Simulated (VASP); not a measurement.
Data:

```
CELL_PARAMETERS angstrom
      1.79975    -3.07094     0.00000
      1.79975     3.07094     0.00000
      0.00000     0.00000     5.13819
ATOMIC_POSITIONS crystal
  Pt 0.00000 0.00000 0.00000
  S  0.33333 0.66667 0.23000
  S  0.68063 0.34730 0.77000
```

Calculation: PBE GGA, VASP's PBE PAW potentials (set 64) (plane waves; VASP 6.6.1). Numerical set-up: PREC = Low, 400 eV cut-off, 7×7×4 Γ-centred mesh, Gaussian smearing of 0.050 eV, potentials Pt S.

### Question
Which forces act on the atoms, in eV/Å?

### Answer

```
atom      Fx      Fy      Fz
----  ------  ------  ------
Pt1    0.428   0.021   0.025
S2     0.059  -0.101   0.473
S3    -0.487   0.080  -0.498
```

### Question
Give the stress tensor in GPa (positive for a compressed cell).

### Answer

```
 3.24   0.91   1.71
 0.91   5.87  -0.71
 1.71  -0.71   4.95
```
The pressure is its mean diagonal, 4.69 GPa.

The compound is PtS2 in the 1T layered structure. The cell was not relaxed at this level, atoms are displaced from their ideal sites. The run is one of a series of settings (PREC = Low against the base run), some of them coarse on purpose.
